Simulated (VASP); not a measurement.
Here is the system:

```xyz
4
Lattice="4.2432 0.0000 0.0000 -2.1216 3.6747 0.0000 0.0000 0.0000 4.8795" Properties=species:S:1:pos:R:3 pbc="T T T"
W      0.0000     2.4498     4.5746
W      2.1216     1.2249     2.1348
Si     0.0000     2.4498     2.1348
Si     2.1216     1.2249     4.5745
```

Calculation: PBE GGA, VASP's PBE PAW potentials (set 64) (plane waves; VASP). Numerical set-up: 400 eV cut-off, Gaussian smearing of 0.050 eV, potentials W_sv Si.

### Question
Give the energies of bands 11 to 21 at the high-symmetry points, in eV from the Fermi level.

### Answer

| band | Γ | M | K | A | L | H |
|---|---|---|---|---|---|---|
| 11 | -3.35 | -4.60 | -3.57 | -3.96 | -5.70 | -5.78 |
| 12 | -3.35 | -3.34 | -3.21 | -3.96 | -5.70 | -5.78 |
| 13 | -3.12 | -2.79 | -3.21 | -3.81 | -3.10 | -3.53 |
| 14 | -3.12 | -2.62 | -3.16 | -3.81 | -3.10 | -3.53 |
| 15 | -3.08 | -2.59 | -2.89 | -3.81 | -2.96 | -2.73 |
| 16 | -1.97 | -2.55 | -2.89 | -3.81 | -2.96 | -2.73 |
| 17 | -1.97 | -1.20 | -1.81 | 0.57 | -0.68 | -1.24 |
| 18 | -1.06 | -0.87 | -0.28 | 0.57 | -0.68 | -1.24 |
| 19 | 0.83 | 0.21 | 0.32 | 0.57 | 0.06 | 1.20 |
| 20 | 0.83 | 0.31 | 0.32 | 0.57 | 0.06 | 1.20 |
| 21 | 1.65 | 1.63 | 0.95 | 3.59 | 1.71 | 1.76 |

It has no gap at this level: it comes out as a metal or semimetal.

The structure was generated: WSi was put into the wurtzite type (P6_3mc), which need not be its known phase. It was relaxed first, which changed the volume by -39 %. The relaxed cell has space group P6_3/mmc.
